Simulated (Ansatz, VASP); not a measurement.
# AlRu (AlRu (Pm-3m)): VASP beside Ansatz

Wanted: the spread between two codes on one cell, functional and k mesh. The cell is taken from a series of runs on this material, whose earlier steps may have relaxed, scaled, displaced or heated it; both programs get it as it stands.

Calculated with Ansatz 0.2.0; plane waves, with VASP 6.6.1 beside it; relaxation of cell and atoms at PBEsol.

### Step 1. Set-up

Symmetry: Pm-3m, No. 221, cubic system. Conventional cell: a = 2.982 Å, b = 2.982 Å, c = 2.982 Å, α = 90.00°, β = 90.00°, γ = 90.00°. Nearest to Al lie 8 Ru at 2.58 Å. Ru has 8 Al at 2.58 Å nearest. Farther neighbours are not listed.

Structure file:

```cif
data_structure
_symmetry_space_group_name_H-M 'Pm-3m'
_symmetry_Int_Tables_number 221
_cell_length_a 2.9825
_cell_length_b 2.9825
_cell_length_c 2.9825
_cell_angle_alpha 90.000
_cell_angle_beta 90.000
_cell_angle_gamma 90.000
_cell_volume 26.53
loop_
_atom_site_label
_atom_site_type_symbol
_atom_site_symmetry_multiplicity
_atom_site_Wyckoff_symbol
_atom_site_fract_x
_atom_site_fract_y
_atom_site_fract_z
_atom_site_occupancy
Al1 Al 1 a 0.00000 0.00000 0.00000 1
Ru1 Ru 1 b 0.50000 0.50000 0.50000 1
```

### Step 2. VASP: relaxation of cell and atoms, PBEsol

The relaxed volume is the usual yardstick between codes: in a stiff, nearly cubic crystal its relative difference is about their pressure difference at one cell divided by the bulk modulus.

Lines of VASP's logs that name or quote its potential files are left out, and so is its time.

Contents of INCAR:

```
SYSTEM = AlRu
PREC = Accurate
ENCUT = 500
EDIFF = 1E-07
NELM = 120
ISMEAR = -1
SIGMA = 0.05
LREAL = .FALSE.
ALGO = Normal
GGA = PS
NBANDS = 14
LASPH = .TRUE.
LORBIT = 11
LWAVE = .FALSE.
LCHARG = .FALSE.
ISIF = 3
IBRION = 2
NSW = 80
EDIFFG = -0.005
GGA_COMPAT = .FALSE.
NELMIN = 4
```

Contents of POSCAR:

```
AlRu
1.0
    2.9824950000      0.0000000000      0.0000000000
    0.0000000000      2.9824950000      0.0000000000
    0.0000000000      0.0000000000      2.9824950000
Al Ru
1 1
Direct
    0.0000000000      0.0000000000      0.0000000000
    0.5000001676      0.5000001676      0.5000001676
```

Contents of KPOINTS:

```
Automatic mesh
0
Gamma
13 13 13
0 0 0
```

Potentials, in the order of the species: Al and Ru_pv (PBE family, release 64).

Command:

```
$ mpirun -np 1 vasp_std
```

Numbers of over 12 decimals in the logs are rounded to 6 here.

Output:

```text
[banner, memory and clock lines left out]
running    1 mpi-ranks, on    1 nodes
 distrk:  each k-point on    1 cores,    1 groups
 distr:  one band on    1 cores,    1 groups

 POSCAR found type information on POSCAR AlRu
 POSCAR found :  2 types and       2 ions
|                                                                             |
|               ----> ADVICE to this user running VASP <----                  |
|                                                                             |
|     You enforced a specific xc type in the INCAR file but a different       |
|     [... a line on the potential file left out ...]
|     I HOPE YOU KNOW WHAT YOU ARE DOING!                                     |
|                                                                             |

 LDA part: xc-table for (Slater+PW92), standard interpolation
 POSCAR, INCAR and KPOINTS ok, starting setup
 FFT: planning ... GRIDC
 FFT: planning ... GRID_SOFT
 FFT: planning ... GRID
 WAVECAR not read
 entering main loop
       N       E                     dE             d eps       ncg     rms          rms(c)
DAV:   1     0.112403553054E+03    0.11240E+03   -0.92100E+03  2416   0.109E+03
DAV:   2    -0.143625194722E+02   -0.12677E+03   -0.12115E+03  2604   0.315E+02
DAV:   3    -0.163003953328E+02   -0.19379E+01   -0.19243E+01  2850   0.411E+01
DAV:   4    -0.163166496766E+02   -0.16254E-01   -0.16252E-01  2974   0.377E+00
DAV:   5    -0.163168998650E+02   -0.25019E-03   -0.25018E-03  2976   0.400E-01    0.135E+01
DAV:   6    -0.156293744007E+02    0.68753E+00   -0.30981E+00  2394   0.201E+01    0.242E+00
DAV:   7    -0.155465468316E+02    0.82828E-01   -0.23844E-01  2520   0.581E+00    0.211E+00
DAV:   8    -0.155280474298E+02    0.18499E-01   -0.21615E-02  2952   0.104E+00    0.223E-01
DAV:   9    -0.155278859816E+02    0.16145E-03   -0.57065E-04  3010   0.168E-01    0.132E-01
DAV:  10    -0.155278711898E+02    0.14792E-04   -0.48158E-05  2890   0.825E-02    0.118E-02
DAV:  11    -0.155278700686E+02    0.11211E-05   -0.33563E-06  3078   0.224E-02    0.386E-03
DAV:  12    -0.155278695548E+02    0.51380E-06   -0.16376E-07  2628   0.375E-03    0.286E-04
DAV:  13    -0.155278695836E+02   -0.28778E-07   -0.70495E-09  2178   0.727E-04
   1 F= -.15527870E+02 E0= -.15521978E+02  d E =-.155279E+02
 curvature:   0.00 expect dE= 0.000E+00 dE for cont linesearch  0.000E+00
 trial: gam= 0.00000 g(F)=  0.000E+00 g(S)=  0.339E-02 ort = 0.000E+00 (trialstep = 0.100E+01)
 search vector abs. value=  0.339E-02
 bond charge predicted
       N       E                     dE             d eps       ncg     rms          rms(c)
DAV:   1    -0.156131495513E+02   -0.85280E-01   -0.11721E+00  2418   0.138E+01    0.280E+00
DAV:   2    -0.155345314706E+02    0.78618E-01   -0.39341E-01  2406   0.726E+00    0.100E+00
DAV:   3    -0.155268966853E+02    0.76348E-02   -0.20471E-02  2418   0.165E+00    0.253E-01
DAV:   4    -0.155268138676E+02    0.82818E-04   -0.22946E-03  2622   0.328E-01    0.511E-02
DAV:   5    -0.155268248054E+02   -0.10938E-04   -0.70359E-05  3074   0.768E-02    0.469E-02
DAV:   6    -0.155268340334E+02   -0.92280E-05   -0.20840E-05  2760   0.442E-02    0.357E-03
DAV:   7    -0.155268338275E+02    0.20591E-06   -0.61336E-07  3140   0.721E-03    0.199E-03
DAV:   8    -0.155268336888E+02    0.13873E-06   -0.17229E-08  2034   0.126E-03    0.117E-04
DAV:   9    -0.155268336803E+02    0.84094E-08   -0.27064E-09  1758   0.407E-04
   2 F= -.15526834E+02 E0= -.15521109E+02  d E =0.103590E-02
 trial-energy change:    0.001036  1 .order    0.001076   -0.003390    0.005542
 step:   0.3859(harm=  0.3796)  dis= 0.00000  next Energy=   -15.528526 (dE=-0.656E-03)
 bond charge predicted
       N       E                     dE             d eps       ncg     rms          rms(c)
DAV:   1    -0.155610586005E+02   -0.34225E-01   -0.44585E-01  2430   0.858E+00    0.160E+00
DAV:   2    -0.155315120814E+02    0.29547E-01   -0.15105E-01  2406   0.447E+00    0.556E-01
DAV:   3    -0.155285613937E+02    0.29507E-02   -0.76002E-03  2418   0.998E-01    0.121E-01
DAV:   4    -0.155285223631E+02    0.39031E-04   -0.74521E-04  2550   0.189E-01    0.315E-02
DAV:   5    -0.155285284011E+02   -0.60380E-05   -0.14403E-05  3140   0.359E-02    0.241E-02
DAV:   6    -0.155285302961E+02   -0.18950E-05   -0.33173E-06  2826   0.181E-02    0.369E-03
DAV:   7    -0.155285300704E+02    0.22561E-06   -0.18617E-07  2860   0.417E-03    0.693E-04
DAV:   8    -0.155285301665E+02   -0.96009E-07   -0.78729E-09  1728   0.868E-04
   3 F= -.15528530E+02 E0= -.15522703E+02  d E =-.660583E-03
 curvature:  -0.19 expect dE=-0.854E-08 dE for cont linesearch -0.854E-08
 trial: gam= 0.00000 g(F)=  0.527E-47 g(S)=  0.450E-07 ort =-0.124E-04 (trialstep = 0.877E+00)
 search vector abs. value=  0.451E-07
 reached required accuracy - stopping structural energy minimisation
```

From OUTCAR (step 2):

```text
ion  position               nearest neighbor table
   1  0.000  0.000  0.000-   2 2.58   2 2.58   2 2.58   2 2.58   2 2.58   2 2.58   2 2.58   2 2.58

  LATTYP: Found a simple cubic cell.
 ALAT       =     2.9824950000

 Subroutine GETGRP returns: Found 48 space group operations
 (whereof 48 operations were pure point group operations)

The static configuration has the point symmetry O_h .

 Found     84 irreducible k-points:

   k-points           NKPTS =     84   k-points in BZ     NKDIM =     84   number of bands    NBANDS=     14

   dimension x,y,z NGX =    24 NGY =   24 NGZ =   24
   dimension x,y,z NGXF=    48 NGYF=   48 NGZF=   48

   ENCUT  =  500.0 eV  36.75 Ry    6.06 a.u.   5.44  5.44  5.44*2*pi/ulx,y,z

   NELECT =      17.0000    total number of electrons

 k-points in reciprocal lattice and weights: Automatic mesh
   0.00000000  0.00000000  0.00000000       0.000
   0.07692308  0.00000000  0.00000000       0.003
   0.15384615  0.00000000  0.00000000       0.003
   0.23076923  0.00000000  0.00000000       0.003
   0.30769231  0.00000000  0.00000000       0.003
   0.38461538  0.00000000  0.00000000       0.003
   0.46153846  0.00000000  0.00000000       0.003
   0.07692308  0.07692308  0.00000000       0.005
   0.15384615  0.07692308  0.00000000       0.011
[...]
0.46153846  0.46153846  0.38461538       0.011
   0.46153846  0.46153846  0.46153846       0.004

 average (electrostatic) potential at core
       1 -68.0489       2 -67.8053

 E-fermi :  10.8499

 k-point     1 :       0.0000    0.0000    0.0000
  band No.  band energies     occupation
    ...
      2     -30.8946      2.00000
      3     -30.8946      2.00000
      4       1.0391      2.00000
      5       7.1395      2.00000
      6       7.1395      2.00000
      7      11.0152      0.07070
      8      11.0152      0.07070
      9      11.0152      0.07070
     10      16.9587      0.00000
     11      16.9587      0.00000
    ...

 k-point     2 :       0.0769    0.0000    0.0000
  band No.  band energies     occupation
    ...
      4       1.1546      2.00000
      5       7.1803      2.00000
      6       7.1814      2.00000
      7      10.8688      0.81289
      8      10.8688      0.81289
      9      11.0296      0.05344
     10      16.4063      0.00000
     11      17.1913      0.00000
     12      17.1913      0.00000
     13      21.6323      0.00000
    ...

 k-point     3 :       0.1538    0.0000    0.0000
  band No.  band energies     occupation
    ...
      4       1.4947      2.00000
      5       7.2690      2.00000
      6       7.2965      2.00000
      7      10.5049      1.99799
      8      10.5049      1.99799
      9      11.0700      0.02421
     10      15.2783      0.00000
     11      17.8143      0.00000
     12      17.8143      0.00000
     13      20.9522      0.00000
    ...

  Total        0.0007885      0.0007885      0.0007885     -0.0000000      0.0000000     -0.0000000
  in kB        0.0479091      0.0479091      0.0479091     -0.0000000      0.0000000     -0.0000000
  external PRESSURE =       0.0479091 kB  Pullay stress =       0.0000000 kB

  energy-cutoff  :      500.00
  volume of cell :       26.37
      direct lattice vectors                 reciprocal lattice vectors
     2.976485640 -0.000000000  0.000000000     0.335966680  0.000000000 -0.000000000
    -0.000000000  2.976485640  0.000000000     0.000000000  0.335966680  0.000000000
     0.000000000 -0.000000000  2.976485640    -0.000000000 -0.000000000  0.335966680

 POSITION                                       TOTAL-FORCE (eV/Angst)
 -----------------------------------------------------------------------------------
      0.00000      0.00000      0.00000         0.000000     -0.000000      0.000000
      1.48824      1.48824      1.48824        -0.000000      0.000000      0.000000
 -----------------------------------------------------------------------------------
    total drift:                               -0.000552     -0.000552     -0.000552

  FREE ENERGIE OF THE ION-ELECTRON SYSTEM (eV)
  ---------------------------------------------------
  free  energy   TOTEN  =       -15.5285301665 eV

  energy  without entropy=      -15.5168751571  energy(sigma->0) =      -15.52270266

 reached required accuracy - stopping structural energy minimisation

 total charge
# of ion       s       p       d       tot
------------------------------------------
    1        0.392   0.425   0.000   0.817
    2        0.341   6.251   6.224  12.816
--------------------------------------------------
tot          0.733   6.676   6.224  13.633

[... 3 further parts left out ...]
```

CONTCAR:

```
AlRu
   1.00000000000000
     2.9764856404598579   -0.0000000000000000    0.0000000000000000
    -0.0000000000000000    2.9764856404598579    0.0000000000000000
     0.0000000000000000   -0.0000000000000000    2.9764856404598579
  Al              Ru
     1     1
Direct
     0.0000000000000000    0.0000000000000000    0.0000000000000000
     0.5000001675999997    0.5000001675999997    0.5000001675999997
```

This run has no spin polarisation. Its electron count is odd, so without a moment it is a metal by construction.

### Step 3. Ansatz: relaxation of cell and atoms, PBEsol

Ansatz runs on its PAW soft_1 files.

The same cell, functional, mesh and smearing now go to Ansatz.

Contents of input.yaml:

```yaml
crystal:
  lattice:
    - [2.9824954, 0.0, 0.0]
    - [0.0, 2.9824954, 0.0]
    - [0.0, 0.0, 2.9824954]
  atoms:
    - { symbol: Al, position: [0.0, 0.0, 0.0] }
    - { symbol: Ru, position: [0.5, 0.5, 0.5] }
basis:
  ecutwfc: 420
  xc_grid: 2
hamiltonian:
  xc: pbesol
  pseudopotentials: { kind: paw, azcp: { folder: soft_1 }, xc_functional: pbe }
kpoints:
  mp_grid: { grid: [13, 13, 13] }
scf:
  occupations: { method: fermi_dirac, width: 0.05 }
  max_iter: 150
output:
  forces: true
  stress: true
relax:
  f_tol: 0.01
  max_steps: 60
  cell: {}
checkpoint:
  write: "../pbesol.run"
  compress: false
  write_wavefunctions: false
  write_every: 100000
```

Command:

```
$ ansatz run input.yaml --threads 4 --pin off --max-ram 6594MiB --backend cpu --events-out ev --progress --plain --runs-dir out
```

Output:

```text
Engine: ansatz 0.2.0, aarch64-unknown-linux-gnu
Pseudopotentials: kind: paw
Pseudopotential: Al, paw, valence charge 3, recommended cutoff 420 eV (normal), soft_1/Al.paw.azcp
Pseudopotential: Ru, paw, valence charge 16, recommended cutoff 420 eV (normal), soft_1/Ru.paw.azcp
Functional definition: PBEsol
  exchange = pbesol_x
  correlation = pbesol_c
Crystal: 2 atoms, lattice volume = 26.530 Å³
Basis set: ecut = 420 eV, 485 PW (Γ), exchange–correlation on 40×40×40 points (8 copies of the dense FFT grid, shifted against one another)
Bands: 14, of which v1, the nominal top of the filled ones, is band 10 counted from 1 (9 counted from 0)
Symmetry: 48 space group operations
Space group: Pm-3m (ITA 221), of the structure as read, at distance tolerance 3.0e-5 Å
k-points: 84 of 2197
Non-local potential: Al, projectors of the file, l = 0: 2, l = 1: 2, l = 2: 1
Non-local potential: Ru, projectors of the file, l = 0: 3, l = 1: 2, l = 2: 2, l = 3: 1
PAW form: soft (Blöchl's): semilocal exchange-correlation on the pseudo side does not see the compensation charge
PAW frozen core: Al, regenerated for the run's functional, and the local potential with it (the file was generated under x = pbe(κ = 0.804, μ = 0.219515), c = pbe(β = 0.066725))
PAW frozen core: Ru, regenerated for the run's functional, and the local potential with it (the file was generated under x = pbe(κ = 0.804, μ = 0.219515), c = pbe(β = 0.066725))
PAW one-centre angular grid: Al, 110 points (default); XC on 64 Gauss nodes
PAW one-centre angular grid: Ru, 590 points (default); XC on 64 Gauss nodes
Initial density: superposition of atomic densities (chi_scale 0.1, normalization cell, long waves kept (reshape's long-wave potential 0.00 eV rms))
Initial wavefunctions: pseudopotential atomic-orbital guess
Functional: x = pbesol(κ = 0.804, μ = 0.123457), c = pbesol(β = 0.046)
SCF iter   1: F=—  HF=-6343.383533 eV  |F-HF|=—  |Δ(HF+E_count)|=         —  Δρ=1.17e-1  dr2=4.30e0  ethr=3.10e-3  ⟨swp⟩=5.0  Hψ=6011  notcnv=0
preconditioner: auto → none  [metal: Δε(μ)=0.027 eV  Ē_g=8.842 eV  σ=0.050 eV  W_gap=0.13  n_scr=6 (ndim 8)  ℏωp=23.9 eV  f_vac=0.000  D(μ)=1.65/eV (n_scr^D=18)  sad-step TF]
SCF iter   2: F=—  HF=-6342.728372 eV  |F-HF|=—  |Δ(HF+E_count)|=   6.55e-1  Δρ=6.94e-2  dr2=1.59e0  ethr=3.10e-3  ⟨swp⟩=2.9  Hψ=2721  notcnv=0  defer=4
SCF iter   3: F=—  HF=-6342.360758 eV  |F-HF|=—  |Δ(HF+E_count)|=   3.68e-1  Δρ=4.67e-3  dr2=7.18e-3  ethr=3.10e-3  ⟨swp⟩=2.2  Hψ=1988  notcnv=0  defer=4
SCF iter   4: F=—  HF=-6342.359474 eV  |F-HF|=—  |Δ(HF+E_count)|=   1.28e-3  Δρ=5.32e-4  dr2=2.01e-5  ethr=3.78e-5  ⟨swp⟩=1.2  Hψ=1844  notcnv=0  defer=4
SCF iter   5: F=—  HF=-6342.359498 eV  |F-HF|=—  |Δ(HF+E_count)|=   2.41e-5  Δρ=1.11e-4  dr2=2.26e-6  ethr=1.06e-7  ⟨swp⟩=2.1  Hψ=1917  notcnv=0  defer=4
SCF iter   6: F=-6342.359497 eV  HF=-6342.359497 eV  |F-HF|=7.28e-9  |Δ(HF+E_count)|=   6.14e-7  Δρ=7.62e-6  dr2=9.01e-9  ethr=5.26e-10  ⟨swp⟩=2.9  Hψ=4778  notcnv=0
SCF 1 converged in 6 iterations: F = -6342.359497 eV  dr2 = 9.01e-9
  greatest PAW one-centre occupation: 1.000 electrons in one spin orbital (limit 2), on the Ru atom at site 1 (counted from 0), in its partial waves of l = 0
relax step   1: F+E_penalty+E_count = -6342.35949749 eV  Δ(F+E_penalty+E_count) = +0.000e0 eV  max|allowed force component| = 4.224e-30 eV/Å  Δτ_max = 0.0000 Å  P = -1.412 GPa  Ω = 26.530 Å³  (6 SCF iters, dr2 threshold 1.00e-7 eV, accepted)
[...]
relax step   2: F+E_penalty+E_count = -6342.36038848 eV  Δ(F+E_penalty+E_count) = -8.910e-4 eV  max|allowed force component| = 4.260e-29 eV/Å  Δτ_max = 0.0000 Å  P = +0.335 GPa  Ω = 26.318 Å³  energy of the carried Pulay correction = +1.690e-4 eV  (6 SCF iters, dr2 threshold 2.00e-7 eV, accepted)
[...]
relax step   3: F+E_penalty+E_count = -6342.36039802 eV  Δ(F+E_penalty+E_count) = -9.543e-6 eV  max|allowed force component| = 3.550e-30 eV/Å  Δτ_max = 0.0000 Å  P = -0.004 GPa  Ω = 26.358 Å³  energy of the carried Pulay correction = +1.367e-4 eV  (6 SCF iters, dr2 threshold 2.00e-7 eV, accepted)
[...]
relax step   4: F+E_penalty+E_count = -6342.36027524 eV  Δ(F+E_penalty+E_count) = +1.228e-4 eV  max|allowed force component| = 1.019e-29 eV/Å  Δτ_max = 0.0000 Å  P = -0.006 GPa  Ω = 26.358 Å³  stress off target by 5.73e-3 GPa  SCF on the basis re-selected at this cell (its energy is not comparable with the rows above)  (9 SCF iters)
basis re-selected at this cell: Δ(F+E_penalty+E_count) = +1.228e-4 eV, ΔP = -0.002 GPa vs the last step (what re-selecting the basis moved, of the pressure what is left beyond the Pulay correction that the steps carried, after the strain that the cell walked since its last selection, with what the two solves' SCF thresholds leave and, on support functions, any second-order correction that the steps lacked; it is no m [...]
SCF converged after 9 iterations
Free energy (F): -6342.360275 eV
Harris-Foulkes:  -6342.360275 eV  (|F-HF|=1.82e-12)
Internal energy: -6342.348622 eV  (E = F + TS)
E sigma→0 (E₀):  -6342.354448 eV
Entropy (-TS):   -0.011654 eV (-5.827 meV/atom)
Fermi energy:    16.222680 eV
--- Per-component energies (eV) ---
  E_band       = -118.536876
  E_kinetic    = 488.765662
  E_local      = -1797.690495  (includes V_loc(G=0)·N_el)
  E_nonlocal   = 427.554508
  E_hartree    = 651.161596
  E_xc         = -208.503452
  E_vxc        = -246.461927  (∫ρ·V_xc dr)
  E_paw        = -3898.655387  (= ΣΔE_a)
  E_vpaw       = -293.028468  (= ΣTr[D̂ρ^β])
  E_aug_tail   = 0.000651  (compensation charges beyond the density's cutoff)
  E_ewald      = -2005.254141
  E_core_change = 0.272436  (= ΣΔE_core)
  E_smearing   = -0.011654  (= −TS)
  E_closure    = 0.000000  (closes the sum)
  Σ components = -6342.360275   (vs F -6342.360275, Δ=0.00e0)
--- Forces (eV/Å), atoms counted from 1 ---
  atom   1  Al    -0.00000000    -0.00000000    -0.00000000
  atom   2  Ru     0.00000000    -0.00000000     0.00000000
  max |Σ_I F_I| component: 2.17e-29 eV/Å
--- Stress (GPa, compression-positive) ---
       -0.005725       0.000000       0.000000
        0.000000      -0.005725      -0.000000
        0.000000      -0.000000      -0.005725
  P = ⅓ Tr σ = -0.0057 GPa (-0.057 kbar)
--- Relaxed structure (3 steps of the walk, 3 accepted, 1 SCFs on fresh bases) ---
  F+E_penalty+E_count = -6342.36027524 eV   max|allowed force component| = 1.019e-29 eV/Å   (the final SCF, on the basis selected at the relaxed cell)
  cell:  # Å, volume = 26.3582 Å³
    - [2.976039, 0, 0]
    - [0, 2.976039, 0.0]
    - [0, 0.0, 2.976039]
  atoms:
    - { symbol: Al, position: [0, 0, 0] }
    - { symbol: Ru, position: [0.500000, 0.500000, 0.500000] }
```

### Step 4. Comparison

Known differences besides the potentials themselves: the data sets hold 19 valence electrons in Ansatz (on its PAW soft_1 files) and 17 in VASP; the cutoff is 420 eV in Ansatz and 500 eV in VASP; Ansatz makes its cores anew for this functional, VASP keeps those of its PBE data sets; Ansatz adds a Pulay correction to the stress that steers its cell, VASP none. Total energies have different zeros and are not compared.

Compared:

| quantity | Ansatz | VASP | difference |
| --- | --- | --- | --- |
| volume (Å³) | 26.36 | 26.37 | -0.05 % |
| edge a after relaxation, in the typed setting (Å) | 2.976 | 2.977 | -0.02 % |

### Step 5. What came out

* difference in volume (relaxation of cell and atoms, PBEsol): -0.045 %

**Reading.** The difference in volume is -0.045 % (relaxation of cell and atoms, PBEsol), within the 1.2 % picked in this series as the mark of a large difference, as far as the stopping tolerances let one tell. The data sets hold unlike numbers of valence electrons (19 in Ansatz and 17 in VASP), so part of the differences comes from the potentials. Such differences can come from data sets, numerical settings and the points named under the comparisons, not from the functional's error against experiment.

[Lines on the potential files, build, host, timing and source positions are cut from VASP's logs without a mark.]

[Logs are printed without paths, hosts, clocks, repeated set-up lines and the standing remarks that a program may print on its own settings, such as how far it seeks lower states.]

[Hosts, paths, dates, database ids (printed as entryN), source tags and the programs' standing remarks are cut or masked in the printed files.]
